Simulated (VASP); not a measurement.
An input for Quantum ESPRESSO's pw.x (written as the equivalent of a VASP run, and not itself run):

```
&CONTROL
  calculation = 'vc-relax'
  pseudo_dir = './pseudo'
  outdir = './out'
  tprnfor = .true.
  tstress = .true.
  nstep = 60
  forc_conv_thr = 0.00039
/
&SYSTEM
  ibrav = 0
  nat = 2
  ntyp = 2
  ecutwfc = 80
  occupations = 'smearing'
  smearing = 'gaussian'
  degauss = 0.003675
  input_dft = 'pbe'
/
&ELECTRONS
  conv_thr = 7.3e-08
  electron_maxstep = 100
/
&IONS
/
&CELL
/
ATOMIC_SPECIES
  Ga 69.723 Ga.upf
  P 30.974 P.upf
CELL_PARAMETERS angstrom
     0.0000000    2.7524584    2.7524584
     2.7524584   -0.0000000    2.7524584
     2.7524584    2.7524584    0.0000000
ATOMIC_POSITIONS crystal
  Ga   0.0000000  0.0000000  0.0000000
  P    0.7500000  0.7500000  0.7500000
K_POINTS automatic
  8 8 8 0 0 0
```

Translate this input to VASP (INCAR, KPOINTS, POSCAR, choice of POTCAR).

One answer among several that fit: 
KPOINTS:
```
Automatic mesh
0
Gamma
8 8 8
0 0 0
```

**INCAR**
```
# general
SYSTEM =GaP
PREC   =Accurate
ENCUT  =480
LREAL  =.FALSE.
LASPH  =.TRUE.

# electronic loop
EDIFF  =1E-6
NELM   =100
ALGO   =Normal
LMAXMIX=4

# smearing
ISMEAR =0
SIGMA  =0.05

# functional
GGA    =PE

# ions
IBRION =2
NSW    =60
ISIF   =3
EDIFFG =-0.01

# output
LWAVE  =.FALSE.
LCHARG =.FALSE.
```

**POSCAR**
```
GaP
1
    0.0000000000     2.7524583898     2.7524583898
    2.7524583898    -0.0000000000     2.7524583898
    2.7524583898     2.7524583898     0.0000000000
Ga P
1 1
Direct
  0.0000000000   0.0000000000   0.0000000000
  0.7500000000   0.7500000000   0.7500000000
```

POTCAR, in this order: Ga_d P (PBE.64 set). Program: vasp_std.

Limits of the translation: the potentials are each code's own (VASP's PAW set, PseudoDojo norm-conserving files in pw.x), so ENCUT and ecutwfc are chosen apart and not converted; conv_thr bounds pw.x's estimated SCF error, while EDIFF bounds the energy change between steps; forc_conv_thr acts on force components and is met together with etot_conv_thr.

The compound is GaP in the zinc blende structure. It was relaxed first. The start is the result of an earlier pass.
